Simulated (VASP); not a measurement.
# A VASP study of CdS (Hawleyite) (LDA): structure first, properties next, part 3 of 4

What structure does CdS (Hawleyite) take at this level, and what are its properties? The start is a cell from a database of measured crystal structures.

VASP 6.6.1; LDA; plane waves and PAW (Cd, S).

So far, gap on the k-mesh (eV): step 2 (full relaxation (LDA)) 0.968; step 3 (second relaxation) 0.968. The relaxed cell has a = 5.762 Å (conventional setting).

### Step 6. Density of states (LDA)

Here the states are counted by energy and projected on the atoms. The mesh is finer than in the run before.

Contents of INCAR:

```
SYSTEM = CdS
PREC = Accurate
ENCUT = 400
EDIFF = 1E-06
NELM = 100
ISMEAR = -5
SIGMA = 0.05
LREAL = .FALSE.
ALGO = Normal
GGA = CA
NBANDS = 21
LORBIT = 11
LWAVE = .FALSE.
LCHARG = .FALSE.
KPAR = 2
NEDOS = 2001
```

Contents of POSCAR:

```
CdS
1.0
    0.0000000000      2.8808819730      2.8808819730
    2.8808819730      0.0000000000      2.8808819730
    2.8808819730      2.8808819730      0.0000000000
Cd S
1 1
Direct
    0.0000000000      0.0000000000      0.0000000000
    0.2500000000      0.2500000000      0.2500000000
```

Contents of KPOINTS:

```
Automatic mesh
0
Gamma
9 9 9
0 0 0
```

Potentials, in the order of the species: Cd and S (LDA family, release 64).

Launch:

```
mpirun -np 2 vasp_std
```

The program printed:

```text
[... set-up lines as in an earlier step ...]
 entering main loop
       N       E                     dE             d eps       ncg     rms          rms(c)
DAV:   1     0.103441441699E+03    0.10344E+03   -0.76360E+03  1534   0.638E+02
DAV:   2    -0.369037826526E+01   -0.10713E+03   -0.10042E+03  1683   0.198E+02
DAV:   3    -0.789883243955E+01   -0.42085E+01   -0.41843E+01  1766   0.412E+01
DAV:   4    -0.792042374959E+01   -0.21591E-01   -0.21589E-01  1685   0.296E+00
DAV:   5    -0.792060319642E+01   -0.17945E-03   -0.17945E-03  1757   0.252E-01    0.881E+00
DAV:   6    -0.743803034669E+01    0.48257E+00   -0.45297E-01  1958   0.907E+00    0.694E+00
DAV:   7    -0.741070562105E+01    0.27325E-01   -0.13919E-01  1755   0.214E+00    0.314E+00
DAV:   8    -0.740554469107E+01    0.51609E-02   -0.14763E-02  1650   0.121E+00    0.260E-01
DAV:   9    -0.740514554121E+01    0.39915E-03   -0.13995E-03  1779   0.497E-01    0.667E-02
DAV:  10    -0.740513691732E+01    0.86239E-05   -0.12427E-04  1711   0.118E-01    0.577E-02
DAV:  11    -0.740514552826E+01   -0.86109E-05   -0.40733E-05  1660   0.403E-02    0.269E-02
DAV:  12    -0.740514266371E+01    0.28646E-05   -0.61383E-06  1867   0.297E-02    0.847E-03
DAV:  13    -0.740514278757E+01   -0.12386E-06   -0.12438E-06  1271   0.545E-03
   1 F= -.74051428E+01 E0= -.74051428E+01  d E =0.000000E+00
```

It took 7.2 s on 2 MPI ranks of Intel Xeon 6975P-C (Granite Rapids), shared host; peak memory 0.26 GiB.

OUTCAR, selected parts (step 6):

```text
   k-points           NKPTS =     35   k-points in BZ     NKDIM =     35   number of bands    NBANDS=     21

   NELECT =      18.0000    total number of electrons

 E-fermi :   1.4612

 k-point     1 :       0.0000    0.0000    0.0000
  band No.  band energies     occupation
    ...
      5      -5.9281      2.00000
      6      -5.9281      2.00000
      7       1.4590      2.00000
      8       1.4590      2.00000
      9       1.4590      2.00000
     10       2.4290      0.00000
     11       7.8080      0.00000
     12       7.8080      0.00000
     13       7.8080      0.00000
     14      12.7380      0.00000
    ...

  Total       -0.0208508     -0.0208508     -0.0208508      0.0000000      0.0000000      0.0000000
  in kB       -0.6985964     -0.6985964     -0.6985964      0.0000000      0.0000000      0.0000000
  external PRESSURE =      -0.6985964 kB  Pullay stress =       0.0000000 kB

  FREE ENERGIE OF THE ION-ELECTRON SYSTEM (eV)
  ---------------------------------------------------
  free  energy   TOTEN  =        -7.4051427876 eV

  energy  without entropy=       -7.4051427876  energy(sigma->0) =       -7.40514279

[... 7 parts as in an earlier step ...]

[... 10 further parts left out ...]
```

Numbers from this step:

- irreducible k-points: 35
- free energy (TOTEN): -7.405 eV
- Fermi energy: 1.461 eV
- pressure: -0.06986 GPa
- gap on the k-mesh: 0.9700 eV
- least direct gap on the k-mesh: 0.9700 eV

The density of states has structure finer than the step of the table below, so its rows give means over 1 eV, whole bins alone (the curve runs from -12.0 to 8.91 eV). Peaks (eV: height): total -7.8: 23.7, -7.4: 25.9, -4.2: 4.26, 7.1: 3.79; S p -7.8: 0.776, -4.2: 1.15, -2.6: 0.701, -1.0: 0.950; Cd s -4.2: 0.906, 4.4: 0.250, 5.3: 0.271; Cd d -7.8: 20.8, -7.4: 24.5; Cd p -2.0: 0.181, 5.6: 0.176, 7.1: 0.553.

States under -12.0 eV and over 8.9 eV are left out. Table of density of states by energy, zero at the valence-band top; means over each step; values in states/eV/cell:

```
energy (eV)    total     S p     Cd s     Cd d     Cd p      S s
         -9        0       0        0        0        0        0
         -8     4.93   0.147   0.0103     4.34  0.00616  0.00346
         -7     5.04  0.0231   0.0182     4.60  0.00615   0.0790
         -6        0       0        0        0        0        0
         -5   0.0586  0.0158  0.00934  0.00147  0.00200   5.7e-4
         -4     1.40   0.375    0.266   0.0821   0.0260   0.0245
         -3    0.631   0.192   0.0519   0.0562   0.0320   0.0183
         -2     1.87   0.719   0.0369    0.131    0.136   0.0137
         -1     1.79   0.798   0.0132    0.158    0.109  0.00565
          0    0.225   0.111   6.2e-4   0.0259  0.00868   3.0e-4
          1  0.00264  3.3e-4   5.3e-4        0   1.3e-5   4.7e-4
          2   0.0646  0.0109   0.0117   6.2e-4  0.00143  0.00963
          3    0.450  0.0623   0.0869  0.00417   0.0189   0.0480
          4     1.31   0.155    0.200   0.0370   0.0812   0.0794
          5     1.11   0.179    0.177   0.0400   0.0587   0.0102
          6     1.05   0.136   0.0538   0.0403    0.110  0.00357
          7     2.09   0.206   0.0326   0.0594    0.320   0.0230
          8     1.20   0.151   0.0119   0.0446    0.158  0.00917
```

The gap on this mesh is 0.97 eV. In the top eV of the valence band the largest shares in the PAW spheres are S p 47 %, Cd d 10 % and Cd p 5 %; in the lowest eV of the conduction band, Cd s 19 %, S s 17 % and S p 14 %. The rest lies in smaller channels or between the spheres.

### Step 7. Electric field gradients (LDA)

Field gradients probe how far the charge around each nucleus departs from cubic symmetry; LASPH keeps the non-spherical terms inside the spheres.

Contents of INCAR:

```
SYSTEM = CdS
PREC = Accurate
ENCUT = 400
EDIFF = 1E-07
NELM = 100
ISMEAR = 0
SIGMA = 0.05
LREAL = .FALSE.
ALGO = Normal
GGA = CA
NBANDS = 15
LORBIT = 11
LWAVE = .FALSE.
LCHARG = .FALSE.
KPAR = 2
LEFG = .TRUE.
LASPH = .TRUE.
```

POSCAR is that of step 6.

Contents of KPOINTS:

```
Automatic mesh
0
Gamma
6 6 6
0 0 0
```

Launch:

```
mpirun -np 2 vasp_std
```

The program printed:

```text
[... set-up lines as in an earlier step ...]
 entering main loop
       N       E                     dE             d eps       ncg     rms          rms(c)
DAV:   1     0.971880576206E+02    0.97188E+02   -0.79957E+03   504   0.896E+02
DAV:   2    -0.432983512586E+01   -0.10152E+03   -0.97006E+02   592   0.250E+02
DAV:   3    -0.789879071093E+01   -0.35690E+01   -0.35642E+01   571   0.497E+01
DAV:   4    -0.791883711352E+01   -0.20046E-01   -0.20045E-01   592   0.371E+00
DAV:   5    -0.791909360149E+01   -0.25649E-03   -0.25648E-03   592   0.390E-01    0.881E+00
DAV:   6    -0.743435049051E+01    0.48474E+00   -0.81405E-01   712   0.127E+01    0.686E+00
DAV:   7    -0.740729622714E+01    0.27054E-01   -0.17174E-01   620   0.313E+00    0.317E+00
DAV:   8    -0.740228992659E+01    0.50063E-02   -0.19093E-02   515   0.184E+00    0.261E-01
DAV:   9    -0.740183418726E+01    0.45574E-03   -0.22997E-03   641   0.791E-01    0.529E-02
DAV:  10    -0.740181920447E+01    0.14983E-04   -0.19704E-04   543   0.183E-01    0.553E-02
DAV:  11    -0.740182981606E+01   -0.10612E-04   -0.39629E-05   599   0.653E-02    0.160E-02
DAV:  12    -0.740182521240E+01    0.46037E-05   -0.19135E-05   697   0.613E-02    0.647E-03
DAV:  13    -0.740182528336E+01   -0.70958E-07   -0.12801E-06   578   0.950E-03    0.144E-03
DAV:  14    -0.740182528544E+01   -0.20800E-08   -0.31459E-08   352   0.153E-03
ion   1
     0.0000000     0.0000000     0.0000000    -0.0000000    -0.0000000     0.0000000
     0.0000561     0.0000000     0.0000000    -0.0000000    -0.0000000     0.0000000
     0.0000772     0.0000000     0.0000000    -0.0000000    -0.0000000     0.0000000
     0.0001064     0.0000000     0.0000000    -0.0000000    -0.0000000     0.0000000
     0.0001465     0.0000000     0.0000000    -0.0000000    -0.0000000     0.0000000

     0.0000000     0.0000000     0.0000000    -0.0000000    -0.0000000     0.0000000
     0.0000561     0.0000000     0.0000000    -0.0000000    -0.0000000     0.0000000
     0.0000772     0.0000000     0.0000000    -0.0000000    -0.0000000     0.0000000
     0.0001064     0.0000000     0.0000000    -0.0000000    -0.0000000     0.0000000
     0.0001465     0.0000000     0.0000000    -0.0000000    -0.0000000     0.0000000

ion   2
     0.0000000    -0.0000000    -0.0000000    -0.0000000    -0.0000000     0.0000000
     0.0000369    -0.0000000    -0.0000000    -0.0000000    -0.0000000     0.0000000
     0.0000508    -0.0000000    -0.0000000    -0.0000000    -0.0000000     0.0000000
     0.0000700    -0.0000000    -0.0000000    -0.0000000    -0.0000000     0.0000000
     0.0000964    -0.0000000    -0.0000000    -0.0000000    -0.0000000     0.0000000

     0.0000000    -0.0000000    -0.0000000    -0.0000000    -0.0000000     0.0000000
     0.0000369    -0.0000000    -0.0000000    -0.0000000    -0.0000000     0.0000000
     0.0000508    -0.0000000    -0.0000000    -0.0000000    -0.0000000     0.0000000
     0.0000700    -0.0000000    -0.0000000    -0.0000000    -0.0000000     0.0000000
     0.0000964    -0.0000000    -0.0000000    -0.0000000    -0.0000000     0.0000000

   1 F= -.74018253E+01 E0= -.74018253E+01  d E =-.857697E-14
```

Run time: 4 s. Hardware: 2 MPI ranks; peak memory 0.25 GiB.

From OUTCAR (step 7):

```text
   NELECT =      18.0000    total number of electrons

 E-fermi :   1.7096

 k-point     1 :       0.0000    0.0000    0.0000
  band No.  band energies     occupation
    ...
      5      -5.9281      2.00000
      6      -5.9281      2.00000
      7       1.4619      2.00000
      8       1.4619      2.00000
      9       1.4619      2.00000
     10       2.4300      0.00000
     11       7.8087      0.00000
     12       7.8087      0.00000
     13       7.8087      0.00000
     14      12.7385      0.00000
    ...

  Total       -0.0152273     -0.0152273     -0.0152273      0.0000000      0.0000000      0.0000000
  in kB       -0.5101830     -0.5101830     -0.5101830      0.0000000      0.0000000      0.0000000
  external PRESSURE =      -0.5101830 kB  Pullay stress =       0.0000000 kB

  FREE ENERGIE OF THE ION-ELECTRON SYSTEM (eV)
  ---------------------------------------------------
  free  energy   TOTEN  =        -7.4018252854 eV

  energy  without entropy=       -7.4018252854  energy(sigma->0) =       -7.40182529

 Electric field gradients after diagonalization (V/A^2)
 (convention: |V_zz| > |V_xx| > |V_yy|)
----------------------------------------------------------------------
 ion       V_xx      V_yy      V_zz     asymmetry (V_yy - V_xx)/ V_zz
----------------------------------------------------------------------
   1      -0.002    -0.002     0.005       0.000
   2      -0.000    -0.000     0.001       0.000
----------------------------------------------------------------------

[... 10 parts as in an earlier step ...]

[... 8 further parts left out ...]
```

Numbers from this step:

```yaml
scf_cycles: 14
bands: 15
irreducible_k_points: 16
free_energy_toten: -7.402 eV
fermi_energy: 1.710 eV
pressure: -0.05102 GPa
gap_on_the_k_mesh: 0.9681 eV
least_direct_gap_on_the_k_mesh: 0.9681 eV
```

Electric field gradients, by row:

```csv
atom,Vxx (V/Å²),Vyy (V/Å²),Vzz (V/Å²),asymmetry
Cd1,-0.002,-0.002,0.005,-
S2,0,0,0.001,-
```

All gradients vanish within the noise.

The run ends at a pressure of -0.05 GPa.

### Step 8. Optical spectrum (LDA)

LOPTICS sums transitions from filled to empty bands. The mesh is finer than in the run before. NBANDS is raised for it.

Contents of INCAR:

```
SYSTEM = CdS
PREC = Accurate
ENCUT = 400
EDIFF = 1E-06
NELM = 100
ISMEAR = 0
SIGMA = 0.05
LREAL = .FALSE.
ALGO = Normal
GGA = CA
NBANDS = 25
LORBIT = 11
LWAVE = .FALSE.
LCHARG = .FALSE.
KPAR = 2
LOPTICS = .TRUE.
NEDOS = 1500
CSHIFT = 0.1
```

POSCAR is that of step 7.

Contents of KPOINTS:

```
Automatic mesh
0
Gamma
9 9 9
0 0 0
```

Launch:

```
mpirun -np 2 vasp_std
```

The program printed:

```text
[... set-up lines as in an earlier step ...]
 entering main loop
       N       E                     dE             d eps       ncg     rms          rms(c)
DAV:   1     0.104701187222E+03    0.10470E+03   -0.73271E+03  1822   0.537E+02
DAV:   2    -0.355510529805E+01   -0.10826E+03   -0.99453E+02  2126   0.174E+02
DAV:   3    -0.790161563523E+01   -0.43465E+01   -0.43231E+01  2094   0.367E+01
DAV:   4    -0.792047254234E+01   -0.18857E-01   -0.18855E-01  2096   0.244E+00
DAV:   5    -0.792060408181E+01   -0.13154E-03   -0.13154E-03  2070   0.186E-01    0.881E+00
DAV:   6    -0.743866716927E+01    0.48194E+00   -0.33699E-01  2298   0.762E+00    0.698E+00
DAV:   7    -0.741081208365E+01    0.27855E-01   -0.12187E-01  2128   0.170E+00    0.315E+00
DAV:   8    -0.740550147211E+01    0.53106E-02   -0.12838E-02  1983   0.984E-01    0.245E-01
DAV:   9    -0.740514377509E+01    0.35770E-03   -0.10857E-03  2162   0.388E-01    0.775E-02
DAV:  10    -0.740513734433E+01    0.64308E-05   -0.98521E-05  1984   0.898E-02    0.616E-02
DAV:  11    -0.740514406392E+01   -0.67196E-05   -0.34460E-05  1943   0.310E-02    0.288E-02
DAV:  12    -0.740514269055E+01    0.13734E-05   -0.26522E-06  2049   0.182E-02    0.846E-03
DAV:  13    -0.740514281121E+01   -0.12066E-06   -0.92899E-07  1305   0.387E-03
   1 F= -.74051428E+01 E0= -.74051428E+01  d E =-.181434E-10
 optical routines
 imaginary and real dielectric function
 recalculating local potential from charge density
 direction            1
 direction            2
 direction            3
```

The job ended after 9.8 s (2 MPI ranks; peak memory 0.33 GiB).

From OUTCAR (step 8):

```text
   k-points           NKPTS =     35   k-points in BZ     NKDIM =     35   number of bands    NBANDS=     25

   NELECT =      18.0000    total number of electrons

 E-fermi :   1.6570

 k-point     2 :       0.1111    0.0000    0.0000
  band No.  band energies     occupation
    ...
      5      -5.9295      2.00000
      6      -5.9295      2.00000
      7       0.5125      2.00000
      8       1.3507      2.00000
      9       1.3507      2.00000
     10       3.2027      0.00000
     11       7.5844      0.00000
     12       7.9805      0.00000
     13       7.9805      0.00000
     14      12.3711      0.00000
    ...

  Total       -0.0209483     -0.0209483     -0.0209483     -0.0000000      0.0000000      0.0000000
  in kB       -0.7018632     -0.7018632     -0.7018632     -0.0000000      0.0000000      0.0000000
  external PRESSURE =      -0.7018632 kB  Pullay stress =       0.0000000 kB

  FREE ENERGIE OF THE ION-ELECTRON SYSTEM (eV)
  ---------------------------------------------------
  free  energy   TOTEN  =        -7.4051428112 eV

  energy  without entropy=       -7.4051428112  energy(sigma->0) =       -7.40514281

 plasma frequency squared (from intraband transitions) (eV^2)
  --------------------------------------------------------------------------------------
       0.000       0.000       0.000
       0.000       0.000       0.000
       0.000       0.000       0.000

[... 10 parts as in an earlier step ...]

[... 7 further parts left out ...]
```

These are independent-particle spectra without excitons or local fields. Their onset and peaks carry the functional's gap error, and fine structure and low peaks depend on the mesh and on CSHIFT.

Numbers from this step:

```yaml
scf_cycles: 13
bands: 25
irreducible_k_points: 35
free_energy_toten: -7.405 eV
fermi_energy: 1.657 eV
pressure: -0.07019 GPa
gap_on_the_k_mesh: 0.9700 eV
least_direct_gap_on_the_k_mesh: 0.9700 eV
```

(Part 3 of 4 ends here.)

[Lines on the potential files, build, host, timing and source positions are cut from VASP's logs without a mark.]

[Logs are printed without paths, hosts, clocks, repeated set-up lines and the standing remarks that a program may print on its own settings, such as how far it seeks lower states.]

[Hosts, paths, dates, database ids (printed as entryN), source tags and the programs' standing remarks are cut or masked in the printed files.]

[A measured line is paired with the nearest computed mode of its activity, which favours agreement.]

[In band tables of VASP the shares of atoms and orbitals are scaled to a sum of 1 inside the atoms' spheres.]
